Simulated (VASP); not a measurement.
A VASP calculation is set up with these files.

KPOINTS:
```
Automatic mesh
0
Gamma
12 12 12
0 0 0
```

POSCAR:
```
CoS
1.0
  2.8301267425   0.0000000000   0.0000000000
  0.0000000000   2.8301267425   0.0000000000
  0.0000000000   0.0000000000   2.8301267425
Co S
1 1
direct
  0.0000000000   0.0000000000   0.0000000000
  0.5000000000   0.5000000000   0.5000000000
```

**INCAR**
```
ISPIN = 2   ! spin-polarised
GGA = PS   ! PBEsol
LASPH = .True.
SIGMA = 0.1
PREC = Accurate
SYSTEM = CoS
NELM = 100   ! most electronic steps
MAGMOM = 0.7 0.0
LCHARG = .False.
IBRION = 2
EDIFFG = -0.01
LORBIT = 10
NSW = 60   ! most ionic steps
LMAXMIX = 4   ! l cut-off of mixed one-centre charges
ENCUT = 400   ! plane-wave cut-off (eV)
LWAVE = .False.
LREAL = .False.   ! projection in real space or not
ISIF = 3   ! ions, shape and volume
ALGO = Normal
ISMEAR = 1
EDIFF = 1E-6   ! SCF stop (eV)
```

POTCAR, in this order: Co S (PBE.64 set). Program: vasp_std.

Translate this PBEsol calculation to Quantum ESPRESSO's pw.x.

One equivalent input (not run):
```
&CONTROL
  calculation = 'vc-relax'
  pseudo_dir = './pseudo'
  outdir = './out'
  tprnfor = .true.
  tstress = .true.
  nstep = 60
  forc_conv_thr = 0.00039
/
&SYSTEM
  ibrav = 0
  nat = 2
  ntyp = 2
  ecutwfc = 96
  occupations = 'smearing'
  smearing = 'methfessel-paxton'
  degauss = 0.00735
  input_dft = 'pbesol'
  nspin = 2
  starting_magnetization(1) = 0.07
/
&ELECTRONS
  conv_thr = 7.3e-08
  electron_maxstep = 100
/
&IONS
/
&CELL
/
ATOMIC_SPECIES
  Co 58.933 Co.upf
  S 32.060 S.upf
CELL_PARAMETERS angstrom
     2.8301267    0.0000000   -0.0000000
    -0.0000000    2.8301267    0.0000000
     0.0000000   -0.0000000    2.8301267
ATOMIC_POSITIONS crystal
  Co   0.0000000  0.0000000  0.0000000
  S    0.5000000  0.5000000  0.5000000
K_POINTS automatic
  12 12 12 0 0 0
```
The two are equivalent in intent, not identical: the potentials are each code's own (VASP's PAW set, PseudoDojo norm-conserving files in pw.x), so ENCUT and ecutwfc are chosen apart and not converted; conv_thr bounds pw.x's estimated SCF error, while EDIFF bounds the energy change between steps; starting_magnetization is a fraction of the valence charge and MAGMOM a moment in μB, so they match only roughly; forc_conv_thr acts on force components and is met together with etot_conv_thr.

The structure was generated: CoS was put into the CsCl type type (Pm-3m), which need not be its known phase. It was relaxed first, which changed the volume by -16 %. The start is the result of an earlier pass.
